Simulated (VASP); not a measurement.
# GW-BSE spectrum of In2O3, part 2 of 3

Aim: the optical spectrum of In2O3 with the electron-hole interaction. The cell has space group R-3c. The start is a cell from a database of measured crystal structures.

VASP 6.6.1, plane waves and PAW; the level of theory is named at each step.

So far. Step 2 (Ground state): The cell has a gap of 1.20 eV on mesh and path and a pressure of -6.4 GPa, which holds the misfit of the given cell and coordinates with this functional, and any error of cutoff, mesh and data sets. Spin-orbit coupling is left out, which can shift or reorder these edges. Forces of up to 0.17 eV/Å remain in these settings.

## (3) Empty bands

Level of this step: LDA; plane waves and PAW (In_d_GW, O_GW) (VASP).

ALGO = Exact makes the empty bands from the converged ground state in one step. LOPTICS writes the k-derivatives of the orbitals (WAVEDER), which give the long-wavelength limit of the screening.

INCAR

```
SYSTEM = In2O3
PREC = Accurate
ENCUT = 440
ISMEAR = 0
SIGMA = 0.01
LREAL = .FALSE.
GGA = CA
NBANDS = 288
ALGO = Exact
NELM = 1
LWAVE = .TRUE.
LCHARG = .FALSE.
LOPTICS = .TRUE.
NEDOS = 1000
CSHIFT = 0.1
```

POSCAR

```
In2O3
1.0
    2.7435000000      1.5839604635      4.8366666667
   -2.7435000000      1.5839604635      4.8366666667
    0.0000000000     -3.1679209270      4.8366666667
In O
4 6
Direct
    0.3573100000      0.3573100000      0.3573100000
    0.1426900000      0.1426900000      0.1426900000
    0.6426900000      0.6426900000      0.6426900000
    0.8573100000      0.8573100000      0.8573100000
    0.5480000000      0.9520000000      0.2500000000
    0.2500000000      0.5480000000      0.9520000000
    0.9520000000      0.2500000000      0.5480000000
    0.4520000000      0.0480000000      0.7500000000
    0.7500000000      0.4520000000      0.0480000000
    0.0480000000      0.7500000000      0.4520000000
```

KPOINTS

```
Automatic mesh
0
Gamma
4 4 4
0 0 0
```

PAW data sets: In_d_GW and O_GW (LDA family, release 64).

The run is started by

```bash
mpirun -np 8 vasp_std
```

What it wrote:

```text
[banner, memory and clock lines left out]
running    8 mpi-ranks, on    1 nodes
 distrk:  each k-point on    8 cores,    1 groups
 distr:  one band on    1 cores,    8 groups

 POSCAR found type information on POSCAR InO
 POSCAR found :  2 types and      10 ions
 [... a notice as in an earlier step ...]

 LDA part: xc-table for (Slater(with rela. corr.)+CA(PZ))
 , standard interpolation
 found WAVECAR, reading the header
  number of bands has changed, file:    54 present:   288
  trying to continue reading WAVECAR, but it might fail
 POSCAR, INCAR and KPOINTS ok, starting setup
 FFT: planning ... GRIDC
 FFT: planning ... GRID_SOFT
 FFT: planning ... GRID
 reading WAVECAR
 random initialization beyond band           54
 the WAVECAR file was read successfully
 initial charge from wavefunction
 entering main loop
       N       E                     dE             d eps       ncg     rms          rms(c)
DIA:   1    -0.638501646707E+02   -0.63850E+02    0.00000E+00     0   0.000E+00
   1 F= -.63850165E+02 E0= -.63850165E+02  d E =-.252880E-11
 writing wavefunctions
 optical routines
 imaginary and real dielectric function
 recalculating local potential from charge density
 direction            1
 direction            2
 direction            3
```

Wall time 45 s (8 MPI ranks of Intel Xeon 6975P-C (Granite Rapids), shared host); peak memory 3.5 GiB.

Parts of OUTCAR (step 3):

```text
 Found     13 irreducible k-points:

   k-points           NKPTS =     13   k-points in BZ     NKDIM =     13   number of bands    NBANDS=    288

   NELECT =      88.0000    total number of electrons

 E-fermi :   3.6027

 k-point     1 :       0.0000    0.0000    0.0000
  band No.  band energies     occupation
    ...
     40       3.1904      2.00000
     41       3.2858      2.00000
     42       3.2858      2.00000
     43       3.5158      2.00000
     44       3.5158      2.00000
     45       4.7673      0.00000
     46       8.9762      0.00000
     47       9.6659      0.00000
     48      10.7349      0.00000
     49      12.5971      0.00000
    ...

 k-point     2 :       0.2500   -0.0000   -0.0000
  band No.  band energies     occupation
    ...
     40       3.0015      2.00000
     41       3.1490      2.00000
     42       3.1570      2.00000
     43       3.3899      2.00000
     44       3.5589      2.00000
     45       6.3541      0.00000
     46       9.4059      0.00000
     47       9.5079      0.00000
     48      10.1372      0.00000
     49      11.2283      0.00000
    ...

  Total       -4.9460867     -4.9460867     -5.2600641      0.0000000      0.0000000      0.0000000
  in kB      -62.8384689    -62.8384689    -66.8274526      0.0000000      0.0000000      0.0000000
  external PRESSURE =     -64.1681301 kB  Pullay stress =       0.0000000 kB

 POSITION                                       TOTAL-FORCE (eV/Angst)
 -----------------------------------------------------------------------------------
      0.00000      0.00000      5.18457         0.000000     -0.000000     -0.107999
      0.00000      0.00000      2.07043         0.000000     -0.000000      0.107999
      0.00000      0.00000      9.32543         0.000000     -0.000000      0.107999
      0.00000      0.00000     12.43957         0.000000     -0.000000     -0.107999
     -1.10837      1.58396      8.46417        -0.168493     -0.000000     -0.000000
     -0.81756     -1.75186      8.46417         0.084247     -0.145920     -0.000000
      1.92594      0.16790      8.46417         0.084247      0.145920     -0.000000
      1.10837     -1.58396      6.04583         0.168493     -0.000000     -0.000000
      0.81756      1.75186      6.04583        -0.084247      0.145920     -0.000000
     -1.92594     -0.16790      6.04583        -0.084247     -0.145920     -0.000000
 -----------------------------------------------------------------------------------
    total drift:                               -0.000000     -0.000000      0.000000

  FREE ENERGIE OF THE ION-ELECTRON SYSTEM (eV)
  ---------------------------------------------------
  free  energy   TOTEN  =       -63.8501646707 eV

  energy  without entropy=      -63.8501646707  energy(sigma->0) =      -63.85016467

 plasma frequency squared (from intraband transitions) (eV^2)
  --------------------------------------------------------------------------------------
       0.000      -0.000       0.000
       0.000       0.000       0.000
       0.000       0.000       0.000

[... 9 parts as in an earlier step ...]

[... 4 further parts left out ...]
```

The gap is read on the k-mesh alone, so it is an upper bound where the band edges lie off the mesh.

Numbers from this step:

- gap on the k-mesh: 1.208 eV
- least direct gap on the k-mesh: 1.251 eV

WAVECAR now holds 288 bands for 88 electrons. Its independent-particle dielectric tensor has xx, yy, zz = 5.5, 5.5, 5.4 on this mesh, which isn't tested for convergence in mesh or bands and lacks local fields.

## (4) G0W0

This step: G0W0 on LDA; plane waves and PAW (In_d_GW, O_GW) (VASP 6.6.1).

G0W0 keeps orbitals and screening fixed and shifts each of the lowest NBANDSGW levels once. LWAVE keeps the quasiparticle levels in WAVECAR, and the W files hold the screened interaction for the next step.

INCAR

```
SYSTEM = In2O3
PREC = Accurate
ENCUT = 440
ISMEAR = 0
SIGMA = 0.01
LREAL = .FALSE.
GGA = CA
NBANDS = 288
ALGO = EVGW0
NELMGW = 1
ENCUTGW = 100
NOMEGA = 48
PRECFOCK = Fast
NBANDSGW = 56
LWAVE = .TRUE.
LCHARG = .FALSE.
```

POSCAR is that of step 3.

KPOINTS is that of step 3.

The run is started by

```bash
mpirun -np 8 vasp_std
```

What it wrote:

```text
[banner, memory and clock lines left out]
running    8 mpi-ranks, on    1 nodes
 distrk:  each k-point on    8 cores,    1 groups
 distr:  one band on    1 cores,    8 groups

 POSCAR found type information on POSCAR InO
 POSCAR found :  2 types and      10 ions
 [... a notice as in an earlier step ...]

|                                                                             |
|           W    W    AA    RRRRR   N    N  II  N    N   GGGG   !!!           |
|           W    W   A  A   R    R  NN   N  II  NN   N  G    G  !!!           |
|           W    W  A    A  R    R  N N  N  II  N N  N  G       !!!           |
|           W WW W  AAAAAA  RRRRR   N  N N  II  N  N N  G  GGG   !            |
|           WW  WW  A    A  R   R   N   NN  II  N   NN  G    G                |
|           W    W  A    A  R    R  N    N  II  N    N   GGGG   !!!           |
|                                                                             |
|     The default for ENCUTGWSOFT is different in this version of VASP.       |
|     please manually set ENCUTGWSOFT =100 in the INCAR file.                 |
|                                                                             |

 LDA part: xc-table for (Slater(with rela. corr.)+CA(PZ))
 , standard interpolation
 found WAVECAR, reading the header
 POSCAR, INCAR and KPOINTS ok, starting setup
 FFT: planning ... GRIDC
 FFT: planning ... GRID_SOFT
 FFT: planning ... GRID
 reading WAVECAR
 the WAVECAR file was read successfully
 initial charge from wavefunction
 available memory per node:     33.83 GB, setting MAXMEM to     34641

 The Fermi energy was updated, please check that it is located mid-gap
 values below the HOMO (VB) or above the LUMO (CB) will cause erroneous energies
 E-fermi :   4.1631

 calculate exact exchange contribution
 the WAVEDER file was read successfully
energies w=
    0.000    0.000    0.513    0.000    1.025    0.000    1.532    0.000
    2.033    0.000    2.527    0.000    3.013    0.000    3.490    0.000
    3.959    0.000    4.418    0.000    4.870    0.000    5.314    0.000
    5.751    0.000    6.184    0.000    6.612    0.000    7.039    0.000
    7.465    0.000    7.892    0.000    8.321    0.000    8.756    0.000
    9.199    0.000    9.651    0.000   10.115    0.000   10.595    0.000
   11.093    0.000   11.615    0.000   12.164    0.000   12.745    0.000
   13.366    0.000   14.033    0.000   14.756    0.000   15.547    0.000
   16.418    0.000   17.389    0.000   18.482    0.000   19.726    0.000
   21.162    0.000   22.843    0.000   24.842    0.000   27.267    0.000
   30.274    0.000   34.106    0.000   39.156    0.000   46.113    0.000
   56.288    0.000   72.546    0.000  102.548    0.000  176.048    0.000
 responsefunction array rank=     296
 LDA part: xc-table for (Slater(with rela. corr.)+CA(PZ))
 , standard interpolation

 min. memory requirement per mpi rank    421.9 MB, per node   3375.0 MB

 allocating   6 responsefunctions rank=   296
 shmem allocating  48 responsefunctions rank=   296
 response function shared by NCSHMEM nodes    1
 Doing            6  frequencies on each core in blocks of           48
NQ=   1    0.0000    0.0000    0.0000,
|.........|.........|.........|.........|.........|.........|.........|.........
 performed       1793000 updates of chi_q(r,r)
 total number of BLAS operations       1248.66 Gflops
NQ=   2    0.2500   -0.0000   -0.0000,
|.........|.........|.........|.........|.........|.........|.........|.........
 performed       5038000 updates of chi_q(r,r)
 total number of BLAS operations       3477.34 Gflops
NQ=   3    0.5000   -0.0000   -0.0000,
|.........|.........|.........|.........|.........|.........|.........|.........
 performed       7476000 updates of chi_q(r,r)
 total number of BLAS operations       4985.09 Gflops
NQ=   4    0.2500    0.2500   -0.0000,
|.........|.........|.........|.........|.........|.........|.........|.........
 performed      10721000 updates of chi_q(r,r)
 total number of BLAS operations       7183.45 Gflops
NQ=   5    0.5000    0.2500    0.0000,
|.........|.........|.........|.........|.........|.........|.........|.........
 performed      14159000 updates of chi_q(r,r)
 total number of BLAS operations       9386.59 Gflops
NQ=   6   -0.2500    0.2500    0.0000,
|.........|.........|.........|.........|.........|.........|.........|.........
 performed      17404000 updates of chi_q(r,r)
 total number of BLAS operations      11480.46 Gflops
NQ=   7    0.5000    0.5000   -0.0000,
|.........|.........|.........|.........|.........|.........|.........|.........
 performed      19842000 updates of chi_q(r,r)
 total number of BLAS operations      13076.24 Gflops
NQ=   8    0.2500    0.2500    0.2500,
|.........|.........|.........|.........|.........|.........|.........|.........
 performed      21925000 updates of chi_q(r,r)
 total number of BLAS operations      14478.25 Gflops
NQ=   9    0.5000    0.2500    0.2500,
|.........|.........|.........|.........|.........|.........|.........|.........
 performed      25170000 updates of chi_q(r,r)
 total number of BLAS operations      16542.73 Gflops
NQ=  10   -0.2500    0.2500    0.2500,
|.........|.........|.........|.........|.........|.........|.........|.........
 performed      28415000 updates of chi_q(r,r)
 total number of BLAS operations      18666.19 Gflops
NQ=  11    0.5000    0.5000    0.2500,
|.........|.........|.........|.........|.........|.........|.........|.........
 performed      31660000 updates of chi_q(r,r)
 total number of BLAS operations      20789.65 Gflops
NQ=  12   -0.2500    0.5000    0.2500,
|.........|.........|.........|.........|.........|.........|.........|.........
 performed      34905000 updates of chi_q(r,r)
 total number of BLAS operations      22824.95 Gflops
NQ=  13    0.5000    0.5000    0.5000,
|.........|.........|.........|.........|.........|.........|.........|.........
 performed      36698000 updates of chi_q(r,r)
 total number of BLAS operations      24082.09 Gflops
 resolving degeneracies of screened two electron integrals

 calculate QP shifts <psi_nk| G(iteration)W_0 |psi_nk>: iteration 1
 writing wavefunctions
 entering main loop
```

Elapsed: 14 min, on 8 MPI ranks; peak memory 3.4 GiB.

OUTCAR, selected parts (step 4):

```text
 Found     13 irreducible k-points:

   k-points           NKPTS =     13   k-points in BZ     NKDIM =     64   number of bands    NBANDS=    288

   NELECT =      88.0000    total number of electrons

 E-fermi :   4.1631

 QP shifts <psi_nk| G(iteration)W_0 |psi_nk>: iteration 1
 for sc-GW calculations column KS-energies equals QP-energies in previous step
 and V_xc(KS)=  KS-energies - (<T + V_ion + V_H > + <T+V_H+V_ion>^1  + <V_x>^1)
 k-point   1 :       0.0000    0.0000    0.0000
  band No.  KS-energies  QP-energies   sigma(KS)   V_xc(KS)     V^pw_x(r,r')   Z            occupation Imag(sigma)
    ...
     41       3.2858       2.9876     -19.9023     -19.4972     -24.5271       0.7363       2.0000       0.1154
     42       3.2858       2.9876     -19.9023     -19.4972     -24.5271       0.7363       2.0000       0.1154
     43       3.5158       3.2241     -20.2747     -19.8832     -24.7096       0.7451       2.0000       0.1215
     44       3.5158       3.2241     -20.2747     -19.8832     -24.7096       0.7451       2.0000       0.1215
     45       4.7673       5.5664     -12.8412     -13.8239      -9.7849       0.8131       0.0000       0.0071
     46       8.9762      10.1235     -11.2224     -12.6429      -7.1621       0.8077       0.0000      -0.0351
     47       9.6659      11.1977     -13.8499     -15.7983      -9.8403       0.7862       0.0000      -0.0151
     48      10.7349      12.2280     -13.7672     -15.7193      -9.5732       0.7648       0.0000      -0.0633
    ...

 k-point   2 :       0.2500   -0.0000   -0.0000
  band No.  KS-energies  QP-energies   sigma(KS)   V_xc(KS)     V^pw_x(r,r')   Z            occupation Imag(sigma)
    ...
     41       3.1490       2.8150     -19.8361     -19.3830     -24.4519       0.7372       2.0000       0.1227
     42       3.1570       2.8429     -19.8444     -19.4215     -24.2527       0.7429       2.0000       0.1237
     43       3.3899       3.0795     -19.9663     -19.5438     -24.6782       0.7349       2.0000       0.1157
     44       3.5589       3.2606     -20.1306     -19.7259     -24.8304       0.7372       2.0000       0.1140
     45       6.3541       7.3374     -14.6394     -15.8772     -12.0507       0.7945       0.0000      -0.0075
     46       9.4059      10.8490     -13.4431     -15.2643      -9.4703       0.7924       0.0000      -0.0158
     47       9.5079      10.8540     -12.9657     -14.6733      -8.9827       0.7883       0.0000      -0.0380
     48      10.1372      11.5585     -13.6196     -15.4573      -9.5899       0.7734       0.0000      -0.0516
    ...

 k-point   3 :       0.5000   -0.0000   -0.0000
  band No.  KS-energies  QP-energies   sigma(KS)   V_xc(KS)     V^pw_x(r,r')   Z            occupation Imag(sigma)
    ...
     41       2.7857       2.4638     -19.5432     -19.1065     -24.0470       0.7371       2.0000       0.1261
     42       2.7857       2.4638     -19.5432     -19.1065     -24.0470       0.7371       2.0000       0.1261
     43       3.5004       3.1946     -20.0662     -19.6514     -24.7425       0.7372       2.0000       0.1160
     44       3.5004       3.1946     -20.0662     -19.6514     -24.7425       0.7372       2.0000       0.1160
     45       8.4415       9.7305     -14.6943     -16.3375     -11.3407       0.7844       0.0000      -0.0341
     46       8.4415       9.7305     -14.6943     -16.3375     -11.3407       0.7844       0.0000      -0.0341
     47       9.3071      10.6516     -12.8427     -14.5323      -8.8434       0.7958       0.0000      -0.0234
     48       9.3071      10.6516     -12.8427     -14.5323      -8.8434       0.7958       0.0000      -0.0234
    ...

[... 8 parts as in an earlier step ...]

[... 5 further parts left out ...]
```

Numbers from this step:

```yaml
quasiparticle_gap_on_the_mesh: 2.306 eV
smallest_direct_quasiparticle_gap_on_the_mesh: 2.342 eV
gap_of_the_starting_orbitals_on_the_mesh: 1.208 eV
```

GW takes the gap from 1.208 to 2.306 eV. Spin-orbit coupling is left out. The value holds for 288 bands, ENCUTGW = 100 eV and this mesh, and isn't shown to be converged in them.

[end of part 2 of 3]

[Lines on the potential files, build, host, timing and source positions are cut from VASP's logs without a mark.]

[Logs are printed without paths, hosts, clocks, repeated set-up lines and the standing remarks that a program may print on its own settings, such as how far it seeks lower states.]

[Hosts, paths, dates, database ids (printed as entryN), source tags and the programs' standing remarks are cut or masked in the printed files.]

[Pressures printed for these runs are not shown converged in the cutoff: they can be off by several GPa and have the wrong sign.]
